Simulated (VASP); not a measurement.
Given:

```yaml
crystal:
  lattice:
    - [0.00000, 2.69180, 2.69180]
    - [2.69180, 0.00000, 2.69180]
    - [2.69180, 2.69180, 0.00000]
  atoms:
    - { symbol: Yb, position: [0.00000, 0.00000, 0.00000] }
```

Method: r2SCAN meta-GGA, VASP's PBE PAW potentials (set 64) (plane waves; VASP). Run with 480 eV cut-off, 12×12×12 Γ-centred mesh, first-order Methfessel-Paxton smearing of 0.10 eV, potentials Yb_2.

The 4f electrons are frozen in the core of the lanthanide potential, so 4f levels, which can set the real gap, and their magnetism are missing.

Each relaxation starts from this cell; other phases were not tried.

Problem. The cell is relaxed at 2 GPa. What happens?

Solution. The volume per atom goes from 39.01 to 35.20 Å³ (-9.8 %), and the cell becomes a = 5.2022 Å, b = 5.2022 Å, c = 5.2022 Å, α = 90.00°, β = 90.00°, γ = 90.00°, space group Fm-3m.

Problem. The cell is relaxed at 5 GPa. What happens?

Solution. The volume per atom goes from 39.01 to 31.49 Å³ (-19.3 %), and the cell becomes a = b = c = 5.013 Å, α = β = γ = 90.00°, space group Fm-3m.

Failed runs are left out, and for metals the shear rows, which the mesh's noise covers.

The compound is Yb in the fcc structure.
